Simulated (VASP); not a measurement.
Given:

```
V
1.0
    4.18352     0.00000     0.00000
   -2.09176     3.62304     0.00000
    0.00000     0.00000    24.89203
V
12
Cartesian
  0.00000   2.41536   7.74924
  0.00000   0.00000   8.60321
  2.09176   1.20768   9.45716
  0.00000   2.41536  10.31113
  0.00000   0.00000  11.16507
  2.09176   1.20768  12.01904
  0.00000   2.41536  12.87299
  0.00000   0.00000  13.72696
  2.09176   1.20768  14.58091
  0.00000   2.41536  15.43488
  0.00000   0.00000  16.28882
  2.09176   1.20768  17.14279
```

The numbers are results of PBEsol GGA, VASP's PBE PAW potentials (set 64) (plane waves; VASP), not measurements. Settings: PREC = Normal, EDIFF = 1E-5, 400 eV cut-off, 8×8×1 Γ-centred mesh, first-order Methfessel-Paxton smearing of 0.10 eV, potentials V_sv.

**Question.** The ions are relaxed. Which structure does the run end with?

**Answer.** 
```
V
1.0
    4.18352     0.00000     0.00000
   -2.09176     3.62304     0.00000
    0.00000     0.00000    24.89203
V
12
Direct
  0.33333   0.66667   0.32523
  0.00000   0.00000   0.35073
  0.66667   0.33333   0.37830
  0.33333   0.66667   0.41644
  0.00000   0.00000   0.44930
  0.66667   0.33333   0.48316
  0.33333   0.66667   0.51684
  0.00000   0.00000   0.55070
  0.66667   0.33333   0.58356
  0.33333   0.66667   0.62170
  0.00000   0.00000   0.64927
  0.66667   0.33333   0.67477
```

**Question.** How much energy does the relaxation gain?

**Answer.** The energy (σ→0) changes by -54.4 meV/atom, in 14 ionic steps.

The cell is a thin slab with vacuum, built from V (bcc): (111) face. The run is not spin-polarised, so no magnetic state was tried.
